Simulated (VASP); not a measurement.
**Gap, carriers and strain in BiAs (F-43m)**

Aim: the gap of BiAs, the masses at its band edges and their response to strain. The cell is generated by rule, not measured, and may not be a known phase.

Main program and level: VASP 6.6.1; PBE; plane waves and PAW (As, Bi_d), in the first sound run; inputs show where later runs differ.

The structure was built from a prototype and need not be the compound's stable phase.

**1. Set-up**

It takes space group F-43m (No. 216, cubic). Conventional cell: a = 6.235 Å, b = 6.235 Å, c = 6.235 Å, α = 90.00°, β = 90.00°, γ = 90.00°. Nearest to As lie 4 Bi at 2.70 Å. Bi has 4 As at 2.70 Å nearest. Farther neighbours are not listed.

**2. Relaxation of the atoms**

The cell is kept as given; the atoms are relaxed first, so that no residual force shifts the band edges.

The input, INCAR:

```
SYSTEM = BiAs
PREC = Accurate
ENCUT = 400
EDIFF = 1E-06
NELM = 100
ISMEAR = 0
SIGMA = 0.02
LREAL = .FALSE.
ALGO = Normal
GGA = PE
NBANDS = 16
LORBIT = 11
LWAVE = .FALSE.
LCHARG = .FALSE.
KPAR = 4
IBRION = 2
NSW = 40
ISIF = 2
EDIFFG = -0.005
```

The input, POSCAR:

```
BiAs
1.0
    0.0000000000      3.1176900000      3.1176900000
    3.1176900000      0.0000000000      3.1176900000
    3.1176900000      3.1176900000      0.0000000000
As Bi
1 1
Direct
    0.0000000000      0.0000000000      0.0000000000
    0.2500000000      0.2500000000      0.2500000000
```

The input, KPOINTS:

```
Automatic mesh
0
Gamma
8 8 8
0 0 0
```

Potentials, in the order of the species: As and Bi_d (PBE family, release 64).

The run is started by

```bash
$ mpirun -np 4 vasp_std
```

Log:

```text
[banner, memory and clock lines left out]
running    4 mpi-ranks, on    1 nodes
 distrk:  each k-point on    1 cores,    4 groups
 distr:  one band on    1 cores,    1 groups

 POSCAR found type information on POSCAR AsBi
 POSCAR found :  2 types and       2 ions
 LDA part: xc-table for (Slater+PW92), standard interpolation
 POSCAR, INCAR and KPOINTS ok, starting setup
 FFT: planning ... GRIDC
 FFT: planning ... GRID_SOFT
 FFT: planning ... GRID
 WAVECAR not read
 entering main loop
       N       E                     dE             d eps       ncg     rms          rms(c)
DAV:   1     0.136508314202E+03    0.13651E+03   -0.91575E+03   928   0.110E+03
DAV:   2     0.183303750265E+01   -0.13468E+03   -0.13222E+03  1000   0.306E+02
DAV:   3    -0.761246571666E+01   -0.94455E+01   -0.93678E+01  1200   0.864E+01
DAV:   4    -0.782539696725E+01   -0.21293E+00   -0.21290E+00  1168   0.151E+01
DAV:   5    -0.783299937269E+01   -0.76024E-02   -0.76023E-02  1288   0.256E+00    0.300E+00
DAV:   6    -0.761158341624E+01    0.22142E+00   -0.58808E-01  1272   0.400E+00    0.177E+00
DAV:   7    -0.759987373630E+01    0.11710E-01   -0.10845E-01  1168   0.144E+00    0.719E-01
DAV:   8    -0.759824866066E+01    0.16251E-02   -0.11123E-02  1240   0.852E-01    0.196E-01
DAV:   9    -0.759818861784E+01    0.60043E-04   -0.16513E-03  1152   0.269E-01    0.499E-02
DAV:  10    -0.759819902510E+01   -0.10407E-04   -0.31046E-04  1232   0.132E-01    0.206E-02
DAV:  11    -0.759820295260E+01   -0.39275E-05   -0.36117E-05  1280   0.415E-02    0.871E-03
DAV:  12    -0.759820547869E+01   -0.25261E-05   -0.10967E-05  1152   0.343E-02    0.506E-03
DAV:  13    -0.759820535294E+01    0.12575E-06   -0.87929E-07   968   0.660E-03
   1 F= -.75982054E+01 E0= -.75976514E+01  d E =-.759821E+01
 curvature:   0.00 expect dE= 0.000E+00 dE for cont linesearch  0.000E+00
 trial: gam= 0.00000 g(F)=  0.437E-48 g(S)=  0.000E+00 ort = 0.000E+00 (trialstep = 0.100E+01)
 search vector abs. value=  0.100E-09
 reached required accuracy - stopping structural energy minimisation
```

Run time: 5.2 s. Hardware: 4 MPI ranks of Intel Xeon 6975P-C (Granite Rapids), shared host; peak memory 0.64 GiB; 18 s of CPU time.

The logs omit lines about the potential files and the build; timing stands in the text.

From OUTCAR (step 2):

```text
ion  position               nearest neighbor table
   1  0.000  0.000  0.000-   2 2.70   2 2.70   2 2.70   2 2.70
   2  0.250  0.250  0.250-   1 2.70   1 2.70   1 2.70   1 2.70

  LATTYP: Found a face centered cubic cell.
 ALAT       =     6.2353800000

 Subroutine GETGRP returns: Found 24 space group operations
 (whereof 24 operations were pure point group operations)

The static configuration has the point symmetry T_d .

 Found     29 irreducible k-points:

   k-points           NKPTS =     29   k-points in BZ     NKDIM =     29   number of bands    NBANDS=     16

   dimension x,y,z NGX =    30 NGY =   30 NGZ =   30
   dimension x,y,z NGXF=    60 NGYF=   60 NGZF=   60

   ENCUT  =  400.0 eV  29.40 Ry    5.42 a.u.   7.19  7.19  7.19*2*pi/ulx,y,z

   NELECT =      20.0000    total number of electrons

 k-points in reciprocal lattice and weights: Automatic mesh
   0.00000000  0.00000000  0.00000000       0.002
   0.12500000  0.00000000  0.00000000       0.016
   0.25000000  0.00000000  0.00000000       0.016
   0.37500000  0.00000000  0.00000000       0.016
   0.50000000  0.00000000  0.00000000       0.008
   0.12500000  0.12500000  0.00000000       0.012
   0.25000000  0.12500000  0.00000000       0.047
   0.37500000  0.12500000  0.00000000       0.047
   0.50000000  0.12500000  0.00000000       0.047
[...]
-0.37500000  0.50000000  0.12500000       0.023
  -0.25000000  0.50000000  0.25000000       0.012

 average (electrostatic) potential at core
       1 -49.2521       2-105.7636

 E-fermi :   5.5523

 k-point     1 :       0.0000    0.0000    0.0000
  band No.  band energies     occupation
    ...
      6      -8.7760      2.00000
      7      -0.4145      2.00000
      8       3.6151      2.00000
      9       3.6151      2.00000
     10       3.6151      2.00000
     11       6.3842      0.00000
     12       6.3842      0.00000
     13       6.3842      0.00000
     14       9.5147      0.00000
     15      13.3334      0.00000
    ...

 k-point     2 :       0.1250    0.0000    0.0000
  band No.  band energies     occupation
    ...
      6      -8.6294      2.00000
      7      -1.0395      2.00000
      8       3.3840      2.00000
      9       3.3840      2.00000
     10       3.5561      2.00000
     11       6.6933      0.00000
     12       6.7003      0.00000
     13       6.7003      0.00000
     14      10.3413      0.00000
     15      12.5438      0.00000
    ...

 k-point     3 :       0.2500    0.0000    0.0000
  band No.  band energies     occupation
    ...
      6      -8.2123      2.00000
      7      -2.3454      2.00000
      8       2.9623      2.00000
      9       2.9623      2.00000
     10       3.2178      2.00000
     11       7.2541      0.00000
     12       7.2541      0.00000
     13       7.8898      0.00000
     14      11.3100      0.00000
     15      12.2541      0.00000
    ...

  Total        5.1291472      5.1291472      5.1291472     -0.0000000      0.0000000     -0.0000000
  in kB      135.5897813    135.5897813    135.5897813     -0.0000000      0.0000000     -0.0000000
  external PRESSURE =     135.5897813 kB  Pullay stress =       0.0000000 kB

  energy-cutoff  :      400.00
  volume of cell :       60.61
      direct lattice vectors                 reciprocal lattice vectors
     0.000000000  3.117690000  3.117690000    -0.160375150  0.160375150  0.160375150
     3.117690000  0.000000000  3.117690000     0.160375150 -0.160375150  0.160375150
     3.117690000  3.117690000  0.000000000     0.160375150  0.160375150 -0.160375150

 POSITION                                       TOTAL-FORCE (eV/Angst)
 -----------------------------------------------------------------------------------
      0.00000      0.00000      0.00000         0.000000     -0.000000      0.000000
      1.55885      1.55885      1.55885        -0.000000      0.000000     -0.000000
 -----------------------------------------------------------------------------------
    total drift:                               -0.000000     -0.000000     -0.000000

  FREE ENERGIE OF THE ION-ELECTRON SYSTEM (eV)
  ---------------------------------------------------
  free  energy   TOTEN  =        -7.5982053529 eV

  energy  without entropy=       -7.5970974886  energy(sigma->0) =       -7.59765142

 reached required accuracy - stopping structural energy minimisation

 total charge
# of ion       s       p       d       tot
------------------------------------------
    1        1.300   1.485   0.035   2.820
    2        1.585   1.339   9.953  12.877
--------------------------------------------------
tot          2.884   2.825   9.988  15.697

[... 3 further parts left out ...]
```

The k-mesh is coarse for a metal. The run keeps the 24 symmetry operations of its start, so it cannot find a distortion of lower symmetry.

The forces vanish from the start, and no atom moves.

This step gave:

```yaml
scf_cycles: 13
electrons: 20
bands: 16
irreducible_k_points: 29
symmetry_operations: 24
free_energy_toten: -7.598 eV
energy_at_zero_smearing: -7.598 eV
fermi_energy: 5.552 eV
pressure: 13.56 GPa
metallic: yes
```

**3. Bands on a dense mesh**

A dense even mesh and a path are solved together, since either alone can miss a band edge.

Edit INCAR of step 2 so:

```diff
@@ -10,3 +10,3 @@
 GGA = PE
-NBANDS = 16
+NBANDS = 22
 LORBIT = 11
@@ -15,5 +15,2 @@
 KPAR = 4
-IBRION = 2
-NSW = 40
 ISIF = 2
-EDIFFG = -0.005
```

POSCAR is that of step 2.

The input, KPOINTS:

```
Automatic mesh
0
Gamma
12 12 12
0 0 0
```

The input, KPOINTS_OPT:

```
Line mode
24
Line-mode
Reciprocal
  0.00000000   0.00000000   0.00000000 GAMMA
  0.50000000   0.00000000   0.50000000 X

  0.50000000   0.00000000   0.50000000 X
  0.50000000   0.25000000   0.75000000 W

  0.50000000   0.25000000   0.75000000 W
  0.37500000   0.37500000   0.75000000 K

  0.37500000   0.37500000   0.75000000 K
  0.00000000   0.00000000   0.00000000 GAMMA

  0.00000000   0.00000000   0.00000000 GAMMA
  0.50000000   0.50000000   0.50000000 L

  0.50000000   0.50000000   0.50000000 L
  0.62500000   0.25000000   0.62500000 U

  0.62500000   0.25000000   0.62500000 U
  0.50000000   0.25000000   0.75000000 W

  0.50000000   0.25000000   0.75000000 W
  0.50000000   0.50000000   0.50000000 L

  0.50000000   0.50000000   0.50000000 L
  0.37500000   0.37500000   0.75000000 K

  0.62500000   0.25000000   0.62500000 U
  0.50000000   0.00000000   0.50000000 X
```

The run is started by

```bash
$ mpirun -np 4 vasp_std
```

Log:

```text
[... set-up lines as in an earlier step ...]
 entering main loop
       N       E                     dE             d eps       ncg     rms          rms(c)
DAV:   1     0.154580672457E+03    0.15458E+03   -0.86448E+03  3200   0.804E+02
DAV:   2     0.512966222524E+01   -0.14945E+03   -0.14324E+03  3320   0.262E+02
DAV:   3    -0.751539299761E+01   -0.12645E+02   -0.12548E+02  3910   0.758E+01
DAV:   4    -0.784105868986E+01   -0.32567E+00   -0.32553E+00  3858   0.132E+01
DAV:   5    -0.785316057282E+01   -0.12102E-01   -0.12101E-01  4252   0.251E+00    0.299E+00
DAV:   6    -0.765646617373E+01    0.19669E+00   -0.44073E-01  4956   0.282E+00    0.181E+00
DAV:   7    -0.764605700573E+01    0.10409E-01   -0.72389E-02  3900   0.975E-01    0.721E-01
DAV:   8    -0.764421163848E+01    0.18454E-02   -0.62411E-03  3848   0.499E-01    0.191E-01
DAV:   9    -0.764428894606E+01   -0.77308E-04   -0.66888E-04  3868   0.137E-01    0.412E-02
DAV:  10    -0.764428724500E+01    0.17011E-05   -0.14940E-04  4138   0.851E-02    0.166E-02
DAV:  11    -0.764429038599E+01   -0.31410E-05   -0.17368E-05  4102   0.283E-02    0.878E-03
DAV:  12    -0.764429112147E+01   -0.73548E-06   -0.50254E-06  3862   0.189E-02
   1 F= -.76442911E+01 E0= -.76440740E+01  d E =-.434314E-03
 Start KPOINTS_OPT (optional k-point list driver)
k-point batch [1-72\240]
       N       E                     dE             ncg
DAV:   1    -0.150291089860E+04   -0.37017E+05     3186
DAV:   2    -0.122361287138E+05   -0.10733E+05     3330
DAV:   3    -0.131534358436E+05   -0.91731E+03     3982
DAV:   4    -0.131781562763E+05   -0.24720E+02     3958
DAV:   5    -0.131789711774E+05   -0.81490E+00     4244
DAV:   6    -0.131790158913E+05   -0.44714E-01     4522
DAV:   7    -0.131790162761E+05   -0.38480E-03     4278
DAV:   8    -0.131790162827E+05   -0.66060E-05     3182
DAV:   9    -0.131790162834E+05   -0.69781E-06     2714
[...]
k-point batch [217-240\240]
       N       E                     dE             ncg
DAV:   1     0.246662364996E+05   -0.15045E+05     1056
DAV:   2     0.212183155072E+05   -0.34479E+04     1094
DAV:   3     0.209370716483E+05   -0.28124E+03     1388
DAV:   4     0.209298250019E+05   -0.72466E+01     1324
DAV:   5     0.209295643002E+05   -0.26070E+00     1428
DAV:   6     0.209295498463E+05   -0.14454E-01     1506
DAV:   7     0.209295497338E+05   -0.11245E-03     1488
DAV:   8     0.209295497325E+05   -0.13029E-05     1096
DAV:   9     0.209295497323E+05   -0.20214E-06      930
```

It took 33 s on 4 MPI ranks; peak memory 0.93 GiB; 2.1 min of CPU time.

From OUTCAR (step 3):

```text
The static configuration has the point symmetry T_d .

 Found     72 irreducible k-points:

   k-points           NKPTS =     72   k-points in BZ     NKDIM =     72   number of bands    NBANDS=     22

   NELECT =      20.0000    total number of electrons

 E-fermi :   5.5241

 k-point     1 :       0.0000    0.0000    0.0000
  band No.  band energies     occupation
    ...
      6      -8.7982      2.00000
      7      -0.4449      2.00000
      8       3.5853      2.00000
      9       3.5853      2.00000
     10       3.5853      2.00000
     11       6.3724      0.00000
     12       6.3724      0.00000
     13       6.3724      0.00000
     14       9.4978      0.00000
     15      13.3210      0.00000
    ...

 k-point     2 :       0.0833    0.0000    0.0000
  band No.  band energies     occupation
    ...
      6      -8.7326      2.00000
      7      -0.7410      2.00000
      8       3.4742      2.00000
      9       3.4742      2.00000
     10       3.5752      2.00000
     11       6.4863      0.00000
     12       6.5241      0.00000
     13       6.5241      0.00000
     14       9.9022      0.00000
     15      12.8037      0.00000
    ...

  Total        4.9477937      4.9477937      4.9477937      0.0000000     -0.0000000      0.0000000
  in kB      130.7956727    130.7956727    130.7956727      0.0000000     -0.0000000      0.0000000
  external PRESSURE =     130.7956727 kB  Pullay stress =       0.0000000 kB

 POSITION                                       TOTAL-FORCE (eV/Angst)
 -----------------------------------------------------------------------------------
      0.00000      0.00000      0.00000        -0.000000     -0.000000     -0.000000
      1.55885      1.55885      1.55885         0.000000      0.000000      0.000000
 -----------------------------------------------------------------------------------
    total drift:                               -0.000000     -0.000000     -0.000000

  FREE ENERGIE OF THE ION-ELECTRON SYSTEM (eV)
  ---------------------------------------------------
  free  energy   TOTEN  =        -7.6442911215 eV

  energy  without entropy=       -7.6438568072  energy(sigma->0) =       -7.64407396

 total charge
# of ion       s       p       d       tot
------------------------------------------
    1        1.307   1.470   0.036   2.813
    2        1.575   1.349   9.954  12.878
--------------------------------------------------
tot          2.882   2.819   9.990  15.691

[... 6 parts as in an earlier step ...]

[... 6 further parts left out ...]
```

This step gave:

- SCF cycles: 12
- bands: 22
- irreducible k-points: 72
- free energy (TOTEN): -7.644 eV
- energy at zero smearing: -7.644 eV
- Fermi energy: 5.524 eV
- pressure: 13.08 GPa

The electronic bands at the labelled points (eV, zero at the Fermi level; # counts the bands kept, so #1 is VASP's band 7):

```
          point      #1     #2     #3     #4     #5    #6    #7    #8
              Γ   -5.97  -1.94  -1.94  -1.94   0.85  0.85  0.85  3.97
0.52 of the way   -8.41  -3.47  -3.47  -0.59  -0.24  3.37  3.37  4.89
              X  -11.19  -4.24  -4.24  -0.76  -0.72  5.81  5.81  6.63
0.48 of the way  -11.18  -4.50  -4.46  -0.14   0.06  4.54  4.79  6.89
              W  -11.16  -4.74  -4.66   0.77   1.66  2.56  3.62  7.00
0.48 of the way  -10.95  -4.92  -4.28   0.08   1.48  3.31  4.00  6.38
              K  -10.84  -5.01  -3.91  -0.64   1.47  4.14  4.46  5.52
0.52 of the way   -8.31  -3.90  -2.56  -1.25   1.61  1.76  2.74  6.00
              Γ   -5.97  -1.94  -1.94  -1.94   0.85  0.85  0.85  3.97
0.48 of the way   -7.78  -2.55  -2.55  -2.29   1.67  1.67  2.21  5.75
              L   -9.76  -3.02  -3.02  -2.78   2.09  2.09  4.84  6.13
0.48 of the way  -10.02  -4.57  -3.37  -1.04   1.87  2.90  4.14  6.35
              U  -10.84  -5.01  -3.91  -0.64   1.47  4.14  4.46  5.52
0.48 of the way  -10.93  -4.93  -4.23  -0.02   1.48  3.41  4.06  6.29
              W  -11.16  -4.74  -4.66   0.77   1.66  2.56  3.62  7.00
0.48 of the way  -10.19  -4.78  -3.66  -0.51   1.73  3.12  4.05  5.83
              L   -9.76  -3.02  -3.02  -2.78   2.09  2.09  4.84  6.13
0.48 of the way  -10.02  -4.57  -3.37  -1.04   1.87  2.90  4.14  6.35
              K  -10.84  -5.01  -3.91  -0.64   1.47  4.14  4.46  5.52
      jump to U  -10.84  -5.01  -3.91  -0.64   1.47  4.14  4.46  5.52
0.48 of the way  -11.14  -4.60  -4.15  -0.70   0.05  5.03  5.34  6.40
              X  -11.19  -4.24  -4.24  -0.76  -0.72  5.81  5.81  6.63
```

Of the projections kept (As, Bi), the largest for each band there; the rest of the weight can lie on other orbitals:

```
point       #1       #2       #3       #4       #5       #6       #7       #8
    Γ  As 0.51  As 0.58  As 0.58  As 0.58  Bi 0.70  Bi 0.70  Bi 0.70  Bi 0.70
    X  As 0.89  Bi 0.51  Bi 0.51  As 0.66  Bi 0.72  Bi 0.53  Bi 0.53  As 0.85
    W  As 0.89  Bi 0.56  As 0.50  As 0.76  Bi 0.77  As 0.72  Bi 0.83  As 0.67
    K  As 0.59  Bi 0.54  Bi 0.51  As 0.51  As 0.55  Bi 0.62  Bi 0.55  As 0.62
    Γ  As 0.51  As 0.58  As 0.58  As 0.58  Bi 0.70  Bi 0.70  Bi 0.70  Bi 0.70
    L  Bi 0.51  As 0.52  As 0.52  Bi 0.52  Bi 0.62  Bi 0.62  As 0.68  As 0.67
```

The electronic bands as a text plot (rows in eV, shown from -8.0 to 6.7 only):

```
    6.4 | * *   ***    *   ** ***         ***   *  *  *****    **
    5.8 |  *   ****     *    ***     *****   ***    **     ** * *
    5.2 |  ****    *     **     *                            * *
    4.6 | *    *        *           *   ****   *      *****  **
    3.9 |*    *     *******      ***        ****** ***     ***
    3.3 |    *         *  **           *     *  * *  *     *
    2.7 |   *        **    ****       *    **    **** *   *
    2.1 |  *             ** ** *       ********       *******
    1.5 | *          ****    ****    **        *******       *
    0.9 |*          ***        ******             *           *
    0.3 | **        *  *                         * *
   -0.3 |   ***** **    ***                   ***   *        * **
   -1.0 |  ** *****        ***              **       **    ** ***
   -1.6 | *                   ***          *              *
   -2.2 |**                   *********                * *
   -2.8 |  **               ** **     *****             **
   -3.4 |    *            **  *           ****       *** ****
   -4.0 |     *****    ***   *             *  ***   *  *  *  ****
   -4.6 |          *****   **               **   ******    *  **
   -5.2 |               ***                   ***           **
   -5.9 |*                       ***
   -6.5 | *                     *   *
   -7.1 |  *                   *     *
   -7.7 |   *
         Γ       X    W  K        Γ      L     U  W     L   K|U X
```

At 13.1 GPa the cell is away from the equilibrium volume of this level: left free, it would expand.

(Part 1 of 3 ends here.)

[Lines on the potential files, build, host, timing and source positions are cut from VASP's logs without a mark.]

[Logs are printed without paths, hosts, clocks, repeated set-up lines and the standing remarks that a program may print on its own settings, such as how far it seeks lower states.]

[Hosts, paths, dates, database ids (printed as entryN), source tags and the programs' standing remarks are cut or masked in the printed files.]

[In band tables of VASP the shares of atoms and orbitals are scaled to a sum of 1 inside the atoms' spheres.]

[Gaps and slopes under strain along one axis are those of the sampled path and mesh points; where strain splits equal valleys, another of them can be the edge.]
